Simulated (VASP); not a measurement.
Given:

```
AuCu
1.0
    2.74310     0.00000     0.00000
    0.00000     2.74310     0.00000
    0.00000     0.00000     3.58350
Cu Au
1 1
Direct
  0.00000   0.00000   0.00000
  0.50000   0.50000   0.50000
```

Level of theory: PBE GGA, VASP's PBE PAW potentials (set 64) (plane waves; VASP). Settings: 500 eV cut-off, 13×13×10 Γ-centred mesh, first-order Methfessel-Paxton smearing of 0.10 eV, potentials Cu Au.

Unless said otherwise, spin-orbit coupling is left out, though it shifts the bands of the heavy elements here.

Predict the energy per atom (σ→0), pressure, band gap (on the k-mesh) with the smallest direct gap where there is one.

```json
{
  "band gap (on the k-mesh)": "none (metal, semimetal or under 0.01 eV)",
  "energy per atom (σ→0)": "-3.444 eV/atom",
  "pressure": "20.07 GPa"
}
```

Total energies compare only between runs with the same potentials, cut-off and functional.

The compound is CuAu in the L1_0 structure. It was relaxed first under an external pressure of 20 GPa.
